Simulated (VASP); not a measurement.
An input for Quantum ESPRESSO's pw.x (written as the equivalent of a VASP run, and not itself run):

```
&CONTROL
  calculation = 'vc-relax'
  pseudo_dir = './pseudo'
  outdir = './out'
  tprnfor = .true.
  tstress = .true.
  nstep = 60
  forc_conv_thr = 0.00039
/
&SYSTEM
  ibrav = 0
  nat = 2
  ntyp = 1
  ecutwfc = 82
  occupations = 'smearing'
  smearing = 'methfessel-paxton'
  degauss = 0.00735
  input_dft = 'pbesol'
/
&ELECTRONS
  conv_thr = 7.3e-08
  electron_maxstep = 100
/
&IONS
/
&CELL
/
ATOMIC_SPECIES
  Ag 107.868 Ag.upf
CELL_PARAMETERS angstrom
     2.8976370    0.0000000    0.0000000
    -1.4488180    2.5094270    0.0000000
     0.0000000    0.0000000    4.7045860
ATOMIC_POSITIONS crystal
  Ag   0.3333330  0.6666670  0.2500000
  Ag   0.6666670  0.3333330  0.7500000
K_POINTS automatic
  13 13 7 0 0 0
```

Task: Write the VASP files for the same calculation (PBEsol).

Result: Several could match; the one computed here: 
File POSCAR:
```
Ag
1
    2.8976370000     0.0000000000     0.0000000000
   -1.4488180000     2.5094270000     0.0000000000
    0.0000000000     0.0000000000     4.7045860000
Ag
2
Direct
  0.3333330000   0.6666670000   0.2500000000
  0.6666670000   0.3333330000   0.7500000000
```

File KPOINTS:
```
kpoints
0
gamma
  13 13 7
```

INCAR:
```
SIGMA=0.1   ! width (eV)
ISMEAR=1   ! Methfessel-Paxton
LASPH=T   ! aspherical one-centre terms
NELM=100   ! most electronic steps
LREAL=F   ! projection in real space or not
LCHARG=F
EDIFF=1E-6   ! SCF stop (eV)
NSW=60
ISIF=3
EDIFFG=-0.01   ! ionic stop
PREC=Accurate
IBRION=2   ! conjugate gradients
SYSTEM=Ag
GGA=PS   ! PBEsol
ENCUT=400   ! plane-wave cut-off (eV)
ALGO=Normal
LWAVE=F
LMAXMIX=4   ! l cut-off of mixed one-centre charges
```

POTCAR, in this order: Ag (PBE.64 set). Program: vasp_std.

Limits of the translation: the potentials are each code's own (VASP's PAW set, PseudoDojo norm-conserving files in pw.x), so ENCUT and ecutwfc are chosen apart and not converted; conv_thr bounds pw.x's estimated SCF error, while EDIFF bounds the energy change between steps; forc_conv_thr acts on force components and is met together with etot_conv_thr.

The structure was generated: Ag was put into the hcp type (P6_3/mmc), which need not be its known phase. This run relaxes it. Symmetry was kept, so distortions that lower it aren't found.
